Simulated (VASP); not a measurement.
A snapshot from molecular dynamics of Si, step 91; the first frame, the perfect lattice, has an electronic free energy F (no ionic kinetic energy) of -5.319 eV/atom.

```
Si
1.0
   10.86200     0.00000     0.00000
    0.00000    10.86200     0.00000
    0.00000     0.00000    10.86200
Si
64
Direct
  0.50820   0.03149   0.98368
  0.57472   0.16748   0.14590
  0.73746   0.27125   0.99907
  0.91692   0.38061   0.14078
  0.65207   0.97161   0.22421
  0.81265   0.13616   0.30974
  0.98609   0.96310   0.02705
  0.13644   0.08918   0.13426
  0.18947   0.23561   0.99954
  0.16246   0.45735   0.18206
  0.43635   0.54848   0.21284
  0.65268   0.61631   0.11970
  0.73173   0.66802   0.89221
  0.69210   0.83677   0.02407
  0.24278   0.96533   0.26993
  0.35873   0.15288   0.37968
  0.50711   0.32885   0.30360
  0.68014   0.43734   0.37610
  0.81828   0.54459   0.24828
  0.01596   0.60753   0.42651
  0.49307   0.05438   0.53078
  0.64178   0.15791   0.66194
  0.71674   0.25679   0.48822
  0.89660   0.30798   0.61904
  0.78071   0.00307   0.72994
  0.86875   0.14218   0.87658
  0.92884   0.42193   0.92614
  0.04015   0.56597   0.03119
  0.30640   0.73454   0.02303
  0.40837   0.89382   0.14582
  0.99522   0.23897   0.26567
  0.09066   0.39573   0.37384
  0.23087   0.66469   0.24128
  0.41569   0.69174   0.41668
  0.54280   0.76094   0.25097
  0.65004   0.93893   0.42830
  0.86285   0.88125   0.24630
  0.14295   0.00870   0.61333
  0.21531   0.23048   0.54023
  0.39323   0.34082   0.62599
  0.49013   0.49117   0.47481
  0.68061   0.62857   0.56895
  0.87183   0.80911   0.45301
  0.93029   0.91174   0.62307
  0.26140   0.96759   0.78963
  0.35409   0.17216   0.89283
  0.51895   0.30106   0.79861
  0.61934   0.45962   0.92175
  0.79380   0.42838   0.76618
  0.93368   0.62255   0.81803
  0.87884   0.71293   0.08516
  0.13556   0.83380   0.40047
  0.96030   0.51134   0.62195
  0.19066   0.55115   0.63605
  0.27701   0.76206   0.58284
  0.43785   0.93178   0.70006
  0.04795   0.18744   0.69861
  0.11283   0.36933   0.81616
  0.30298   0.44543   0.79178
  0.43036   0.58523   0.88195
  0.53203   0.69087   0.73554
  0.61292   0.90859   0.84069
  0.06032   0.78753   0.73116
  0.13290   0.82981   0.93623
```

Computed with PBE GGA, VASP's PBE PAW potentials (set 64) (plane waves; VASP). Run with PREC = Normal, LREAL = Auto, ISYM = 0, EDIFF = 1E-5, 300 eV cut-off, 1×1×1 Γ-centred mesh, Fermi-Dirac smearing of 0.16 eV, potentials Si.

Question: Give F per atom of this frame and the forces (eV/Å).

Answer: -4.825 eV/atom.
```json
[
 {"atom": "Si1", "Fx": "-1.33", "Fy": "0.82", "Fz": "0.91"},
 {"atom": "Si2", "Fx": "1.12", "Fy": "0.08", "Fz": "-0.14"},
 {"atom": "Si3", "Fx": "-0.02", "Fy": "0.61", "Fz": "0.78"},
 {"atom": "Si4", "Fx": "-0.93", "Fy": "0.70", "Fz": "-0.86"},
 {"atom": "Si5", "Fx": "0.79", "Fy": "0.62", "Fz": "-1.20"},
 {"atom": "Si6", "Fx": "-1.24", "Fy": "-0.53", "Fz": "0.59"},
 {"atom": "Si7", "Fx": "-0.91", "Fy": "0.87", "Fz": "0.38"},
 {"atom": "Si8", "Fx": "-1.76", "Fy": "-0.05", "Fz": "0.89"},
 {"atom": "Si9", "Fx": "-0.22", "Fy": "1.67", "Fz": "-0.39"},
 {"atom": "Si10", "Fx": "0.54", "Fy": "-0.25", "Fz": "-0.49"},
 {"atom": "Si11", "Fx": "-0.41", "Fy": "-0.47", "Fz": "0.71"},
 {"atom": "Si12", "Fx": "-0.28", "Fy": "0.32", "Fz": "-0.31"},
 {"atom": "Si13", "Fx": "-0.57", "Fy": "-0.69", "Fz": "-0.66"},
 {"atom": "Si14", "Fx": "0.46", "Fy": "-0.55", "Fz": "1.41"},
 {"atom": "Si15", "Fx": "1.54", "Fy": "1.21", "Fz": "0.09"},
 {"atom": "Si16", "Fx": "-0.24", "Fy": "-0.28", "Fz": "0.49"},
 {"atom": "Si17", "Fx": "-0.95", "Fy": "-0.07", "Fz": "-0.74"},
 {"atom": "Si18", "Fx": "-0.32", "Fy": "-0.24", "Fz": "0.84"},
 {"atom": "Si19", "Fx": "0.54", "Fy": "0.13", "Fz": "0.12"},
 {"atom": "Si20", "Fx": "-0.67", "Fy": "0.06", "Fz": "0.27"},
 {"atom": "Si21", "Fx": "0.06", "Fy": "-0.11", "Fz": "-0.10"},
 {"atom": "Si22", "Fx": "-0.75", "Fy": "0.19", "Fz": "-0.12"},
 {"atom": "Si23", "Fx": "1.60", "Fy": "0.05", "Fz": "-0.36"},
 {"atom": "Si24", "Fx": "-1.04", "Fy": "-0.34", "Fz": "-1.08"},
 {"atom": "Si25", "Fx": "-1.51", "Fy": "1.36", "Fz": "1.44"},
 {"atom": "Si26", "Fx": "1.15", "Fy": "-1.22", "Fz": "-0.17"},
 {"atom": "Si27", "Fx": "0.36", "Fy": "-1.12", "Fz": "-0.31"},
 {"atom": "Si28", "Fx": "0.15", "Fy": "1.11", "Fz": "0.32"},
 {"atom": "Si29", "Fx": "0.33", "Fy": "-0.32", "Fz": "1.04"},
 {"atom": "Si30", "Fx": "-0.04", "Fy": "-0.38", "Fz": "-1.21"},
 {"atom": "Si31", "Fx": "0.88", "Fy": "-1.78", "Fz": "-0.16"},
 {"atom": "Si32", "Fx": "0.10", "Fy": "-0.03", "Fz": "1.36"},
 {"atom": "Si33", "Fx": "0.84", "Fy": "-0.12", "Fz": "-0.50"},
 {"atom": "Si34", "Fx": "-0.20", "Fy": "-0.56", "Fz": "-0.50"},
 {"atom": "Si35", "Fx": "0.24", "Fy": "-0.02", "Fz": "0.40"},
 {"atom": "Si36", "Fx": "0.44", "Fy": "-0.39", "Fz": "0.87"},
 {"atom": "Si37", "Fx": "0.26", "Fy": "0.54", "Fz": "-1.03"},
 {"atom": "Si38", "Fx": "-0.35", "Fy": "0.15", "Fz": "-0.49"},
 {"atom": "Si39", "Fx": "0.43", "Fy": "0.47", "Fz": "-1.01"},
 {"atom": "Si40", "Fx": "0.00", "Fy": "0.46", "Fz": "-0.46"},
 {"atom": "Si41", "Fx": "0.01", "Fy": "0.25", "Fz": "0.43"},
 {"atom": "Si42", "Fx": "-0.46", "Fy": "-0.53", "Fz": "0.17"},
 {"atom": "Si43", "Fx": "-0.14", "Fy": "-0.66", "Fz": "-0.78"},
 {"atom": "Si44", "Fx": "1.28", "Fy": "0.53", "Fz": "-0.61"},
 {"atom": "Si45", "Fx": "-1.42", "Fy": "1.04", "Fz": "1.73"},
 {"atom": "Si46", "Fx": "1.51", "Fy": "-1.11", "Fz": "-0.66"},
 {"atom": "Si47", "Fx": "-0.18", "Fy": "-1.31", "Fz": "-0.66"},
 {"atom": "Si48", "Fx": "0.46", "Fy": "0.07", "Fz": "-0.09"},
 {"atom": "Si49", "Fx": "-1.21", "Fy": "0.43", "Fz": "-0.21"},
 {"atom": "Si50", "Fx": "-0.26", "Fy": "0.15", "Fz": "-0.67"},
 {"atom": "Si51", "Fx": "0.12", "Fy": "0.72", "Fz": "0.56"},
 {"atom": "Si52", "Fx": "-0.16", "Fy": "-1.06", "Fz": "0.82"},
 {"atom": "Si53", "Fx": "0.81", "Fy": "0.68", "Fz": "-0.16"},
 {"atom": "Si54", "Fx": "-0.17", "Fy": "1.06", "Fz": "-0.32"},
 {"atom": "Si55", "Fx": "-0.52", "Fy": "-0.31", "Fz": "-0.15"},
 {"atom": "Si56", "Fx": "0.99", "Fy": "-1.50", "Fz": "-0.71"},
 {"atom": "Si57", "Fx": "0.04", "Fy": "0.41", "Fz": "1.28"},
 {"atom": "Si58", "Fx": "-1.02", "Fy": "-1.56", "Fz": "0.84"},
 {"atom": "Si59", "Fx": "-0.08", "Fy": "0.35", "Fz": "-0.56"},
 {"atom": "Si60", "Fx": "-0.42", "Fy": "0.24", "Fz": "1.65"},
 {"atom": "Si61", "Fx": "1.46", "Fy": "1.29", "Fz": "-0.89"},
 {"atom": "Si62", "Fx": "-0.03", "Fy": "-0.07", "Fz": "-1.34"},
 {"atom": "Si63", "Fx": "1.03", "Fy": "-1.51", "Fz": "0.89"},
 {"atom": "Si64", "Fx": "0.26", "Fy": "0.47", "Fz": "-1.19"}
]
```

The cell is a supercell, built from Si (diamond). Its lattice is the typed one, not relaxed at this level.
